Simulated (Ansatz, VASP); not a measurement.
# C (amorphous carbon) in two plane-wave programs, part 3 of 3

Aim: how closely do two programs agree when they are given the same cell, functional and k mesh? Of the first pair: The structure shown is the start of the Ansatz relaxation below; VASP solves that cell, so the two are compared at the walk's first step.

VASP 6.6.1 and Ansatz 0.2.0.

So far. Step 6 (VASP: single point, PBE, start cell, pair 2): The run ends at a pressure of -2.64 GPa, with forces up to 0.36 eV/Å.

## (9) VASP: single point, PBE, pair 3

Level of this step: PBE; plane waves and PAW (C) (VASP).

The same cell, functional, mesh and smearing now go to VASP, with its own data sets.

INCAR reads:

```
SYSTEM = C
PREC = Accurate
ENCUT = 520
EDIFF = 1E-06
NELM = 120
ISMEAR = 0
SIGMA = 0.05
LREAL = Auto
ALGO = Normal
GGA = PE
NBANDS = 216
LORBIT = 11
LWAVE = .FALSE.
LCHARG = .FALSE.
ISIF = 2
LASPH = .TRUE.
GGA_COMPAT = .FALSE.
KPAR = 8
```

POSCAR reads:

```
C
1.0
    8.3085000000      0.0000000000      0.0000000000
    0.0000000000      8.3085000000      0.0000000000
    0.0000000000      0.0000000000      8.3085000000
C
80
Direct
    0.9705800000      0.8313300000      0.0251100000
    0.1673100000      0.2127600000      0.6135400000
    0.8958300000      0.9056200000      0.3157100000
    0.7905500000      0.4395000000      0.7698600000
    0.3140400000      0.8738500000      0.7378300000
    0.9387100000      0.0265600000      0.5906200000
    0.5471100000      0.5979100000      0.7174600000
    0.0333600000      0.1591900000      0.3306300000
    0.0690500000      0.9309300000      0.9021400000
    0.7327600000      0.0216900000      0.0998200000
    0.2840600000      0.4957200000      0.6155700000
    0.1307600000      0.5256000000      0.7040600000
    0.4153300000      0.2525200000      0.8867300000
    0.8805700000      0.7153700000      0.9003400000
    0.0204300000      0.4389100000      0.4432800000
    0.3830800000      0.4244300000      0.8871200000
    0.7826200000      0.7862700000      0.7766000000
    0.5101400000      0.2099500000      0.1816500000
    0.9310000000      0.1641200000      0.7170100000
    0.6758600000      0.4347500000      0.4899100000
    0.0287200000      0.5114800000      0.2808700000
    0.2179400000      0.1359100000      0.0705400000
    0.4562100000      0.6130000000      0.1055600000
    0.7952100000      0.2926700000      0.1840900000
    0.7295400000      0.5479600000      0.0419500000
    0.4157700000      0.4920000000      0.7289400000
    0.0820200000      0.6777700000      0.2749800000
    0.0605100000      0.4044700000      0.1385900000
    0.4300500000      0.2630600000      0.3257000000
    0.2299700000      0.6886700000      0.3776500000
    0.3816800000      0.1292100000      0.4252400000
    0.6313800000      0.1851300000      0.6649700000
    0.7346300000      0.1447000000      0.3803400000
    0.4116100000      0.8940000000      0.1982600000
    0.0936500000      0.3936700000      0.8293300000
    0.0144700000      0.8624500000      0.6297300000
    0.3783300000      0.8751100000      0.5784600000
    0.8624200000      0.9200900000      0.1465800000
    0.6820500000      0.1575000000      0.2032000000
    0.9398700000      0.7156500000      0.5457400000
    0.0115700000      0.5506500000      0.5784500000
    0.7028200000      0.5354600000      0.6433100000
    0.1690800000      0.0761300000      0.2364900000
    0.2427000000      0.4204500000      0.1562900000
    0.6635100000      0.5195600000      0.3389100000
    0.9605600000      0.7585800000      0.3751400000
    0.2771600000      0.8495100000      0.4370100000
    0.3168400000      0.5241400000      0.0358200000
    0.7695300000      0.7061300000      0.6103800000
    0.0074400000      0.4465100000      0.9678800000
    0.5476600000      0.9118200000      0.5541200000
    0.6840400000      0.9267500000      0.8124600000
    0.6627200000      0.2540200000      0.5032200000
    0.7812100000      0.2573300000      0.7524600000
    0.6283100000      0.0082300000      0.6738100000
    0.0935100000      0.7259700000      0.1040600000
    0.0743300000      0.2687300000      0.4685100000
    0.5871900000      0.6349400000      0.0036400000
    0.5526700000      0.7112500000      0.8535200000
    0.6275900000      0.9695400000      0.9736300000
    0.4305400000      0.8462500000      0.8703700000
    0.4552400000      0.1959400000      0.7203000000
    0.6479800000      0.7827900000      0.4906000000
    0.0898500000      0.2224700000      0.7827700000
    0.4475500000      0.9645100000      0.0162700000
    0.1182600000      0.0978700000      0.9292800000
    0.1873800000      0.6363500000      0.9855800000
    0.9642200000      0.2677900000      0.1986500000
    0.4586100000      0.7244200000      0.2370900000
    0.3041000000      0.9878500000      0.3192000000
    0.3294600000      0.1600200000      0.5937100000
    0.1337600000      0.8404200000      0.7638300000
    0.8597700000      0.5332300000      0.9238600000
    0.1485800000      0.6647700000      0.8176800000
    0.3224200000      0.3992800000      0.3115700000
    0.7311000000      0.4534600000      0.1880900000
    0.8989600000      0.0574900000      0.4114800000
    0.5987000000      0.6822800000      0.3485600000
    0.3033000000      0.5339900000      0.4396500000
    0.3995500000      0.1482900000      0.0348200000
```

KPOINTS reads:

```
Automatic mesh
0
Gamma
2 2 2
0 0 0
```

The projector-augmented-wave data sets are C (PBE family, release 64).

Run with:

```bash
> mpirun -np 8 vasp_std
```

Numbers of over 12 decimals in the logs are rounded to 6 here.

Output:

```text
[... set-up lines as in an earlier step ...]
 entering main loop
       N       E                     dE             d eps       ncg     rms          rms(c)
DAV:   1     0.114135999898E+04    0.11414E+04   -0.16655E+05  3456   0.142E+03
DAV:   2    -0.580309370248E+03   -0.17217E+04   -0.16250E+04  4280   0.289E+02
DAV:   3    -0.688506945030E+03   -0.10820E+03   -0.10503E+03  4088   0.685E+01
DAV:   4    -0.691277407449E+03   -0.27705E+01   -0.27524E+01  4288   0.109E+01
[...]
DAV:  17    -0.661990151121E+03   -0.15603E-04   -0.32942E-05  3968   0.145E-02    0.876E-03
DAV:  18    -0.661990153362E+03   -0.22416E-05   -0.67479E-06  4048   0.669E-03    0.522E-03
DAV:  19    -0.661990153563E+03   -0.20105E-06   -0.11145E-06  2424   0.300E-03
   1 F= -.66199015E+03 E0= -.66197875E+03  d E =-.228144E-01
```

OUTCAR, selected parts (step 9):

```text
  FREE ENERGIE OF THE ION-ELECTRON SYSTEM (eV)
  ---------------------------------------------------
  free  energy   TOTEN  =      -661.9901535631 eV

  energy  without entropy=     -661.9673391496  energy(sigma->0) =     -661.97874636

[... 1 further part left out ...]
```

The run ends at a pressure of -3.04 GPa, with forces up to 4.2 eV/Å.

## (10) Differences

Forces on 9 of the 80 atoms, those with the largest forces and the largest differences (eV/Å; atoms numbered as in POSCAR):

```
atom          Ansatz x, y, z            VASP x, y, z
  C9    -0.494, 2.926, 1.941    -0.503, 2.917, 1.941
 C11    4.115, 0.373, -0.404    4.118, 0.367, -0.423
 C16   -0.926, -3.288, 0.827   -0.934, -3.271, 0.855
 C18  -1.371, -1.093, -0.869  -1.379, -1.095, -0.907
 C58    3.499, -1.255, 0.395    3.507, -1.255, 0.398
 C60     2.606, 2.231, 1.828     2.599, 2.229, 1.819
 C61  -3.300, -0.495, -0.777  -3.298, -0.483, -0.768
 C66   0.378, -0.059, -0.755   0.365, -0.025, -0.770
 C75     0.220, 2.812, 2.912     0.219, 2.824, 2.923
```

The forces differ by 11 meV/Å r.m.s., which is 0.9 % of the r.m.s. force of 1.286 eV/Å (both taken over all components).

## (11) Outcome

```
r.m.s. force difference (single point, PBE, start cell, pair 1) : 14 meV/Å
r.m.s. force difference (single point, PBE, start cell, pair 2) : 14 meV/Å
r.m.s. force difference (single point, PBE, pair 3)             : 0.89 % of the r.m.s. force
```

The r.m.s. force difference is 14 meV/Å (single point, PBE, start cell, pair 2), beyond the 12 meV/Å picked in this series as the mark of a large difference. What causes the difference of the single point, PBE, start cell, pair 1 pair stays open here. What causes the difference of the single point, PBE, start cell, pair 2 pair stays open here. 4 further runs of this series are not shown here. How closely two codes agree says nothing of how well the functional describes the real material.

[Lines on the potential files, build, host, timing and source positions are cut from VASP's logs without a mark.]

[Logs are printed without paths, hosts, clocks, repeated set-up lines and the standing remarks that a program may print on its own settings, such as how far it seeks lower states.]

[Hosts, paths, dates, database ids (printed as entryN), source tags and the programs' standing remarks are cut or masked in the printed files.]
